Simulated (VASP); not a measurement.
Energy against volume of Ho (hcp). These are PBE GGA with D3 dispersion (Becke-Johnson damping), VASP's PBE PAW potentials (set 64) (plane waves; VASP) values and carry that method's errors. Numerical set-up: 520 eV cut-off, 12×12×7 Γ-centred mesh, first-order Methfessel-Paxton smearing of 0.10 eV, potentials Ho_3.

The 4f electrons are frozen in the core of the lanthanide potential, so 4f levels, which can set the real gap, and their magnetism are missing.

Shape and ions are relaxed at each volume.

```tsv
V (Å³/atom)	E (eV/atom)
29.183	-4.85251
30.086	-4.85591
30.988	-4.85230
31.891	-4.84235
```

Problem. Fit these four points and predict the energy of the run at 28.280 Å³/atom.

Solution. A cubic in V^(−2/3), the third-order Birch-Murnaghan form, passes through the four points with V0 = 30.06 Å³/atom and B0 = 42 GPa, and gives -4.8414 eV/atom there. The run gave -4.8408 eV/atom, +0.6 meV/atom from the fit; all five points give B0 = 42 GPa.

The compound is Ho in the hcp structure. It was relaxed first.
